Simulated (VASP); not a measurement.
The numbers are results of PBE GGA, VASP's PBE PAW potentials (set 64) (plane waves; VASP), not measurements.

The input files of a VASP run:

File POSCAR:
```
SiC
1
    3.0766200000     0.0000000000     0.0000000000
   -1.5383100000     2.6644310000     0.0000000000
    0.0000000000     0.0000000000    15.0980800000
Si C
6 6
Direct
  0.3333330000   0.6666670000   0.8329900000
  0.6666670000   0.3333330000   0.3329900000
  0.6666670000   0.3333330000   0.6665000000
  0.3333330000   0.6666670000   0.1665000000
  0.0000000000   0.0000000000   0.4997300000
  0.0000000000   0.0000000000   0.9997300000
  0.0000000000   0.0000000000   0.8743700000
  0.0000000000   0.0000000000   0.3743700000
  0.3333330000   0.6666670000   0.7080000000
  0.6666670000   0.3333330000   0.2080000000
  0.6666670000   0.3333330000   0.5415200000
  0.3333330000   0.6666670000   0.0415200000
```

**INCAR**
```
SYSTEM = SiC
PREC = Accurate
ENCUT = 400
EDIFF = 1E-6
NELM = 100
ALGO = Normal
LREAL = .FALSE.
LASPH = .TRUE.
ISMEAR = -1
SIGMA = 0.5
GGA = PE
LWAVE = .FALSE.
LCHARG = .FALSE.
ISIF = 2
```

File KPOINTS:
```
Automatic mesh
0
Gamma
6 6 2
0 0 0
```

POTCAR, in this order: Si C (PBE.64 set). Program: vasp_std.

At this cut-off the stress carries a Pulay error, which pulls relaxed volumes low.

Problem. What does the run give for the energy per atom (σ→0), pressure, band gap (on the k-mesh)?

Solution. 
- energy per atom (σ→0) = -7.518 eV/atom
- band gap (on the k-mesh) = 2.03 eV
- pressure = 2.83 GPa

### OSZICAR
```
...
DAV:   8    -0.904554902613E+02    0.40857E-01   -0.19271E-01  1036   0.198E+00    0.112E+00
DAV:   9    -0.904522103302E+02    0.32799E-02   -0.24580E-02  1050   0.783E-01    0.178E-01
DAV:  10    -0.904528703807E+02   -0.66005E-03   -0.19038E-03  1091   0.211E-01    0.869E-02
DAV:  11    -0.904529760470E+02   -0.10567E-03   -0.24552E-04  1043   0.973E-02    0.195E-02
DAV:  12    -0.904529791728E+02   -0.31258E-05   -0.14884E-05  1090   0.178E-02    0.719E-03
DAV:  13    -0.904529804314E+02   -0.12586E-05   -0.13646E-06   707   0.498E-03    0.152E-03
DAV:  14    -0.904529810686E+02   -0.63723E-06   -0.10161E-06   686   0.235E-03
   1 F= -.90452981E+02 E0= -.90211942E+02  d E =-.482078E+00
```

The structure comes from a computed database's SiC entry; how it stands against other phases isn't given here. The cell was not relaxed at this level. The run is one of a series of settings (SIGMA = 0.5 against the base run), some of them coarse on purpose.
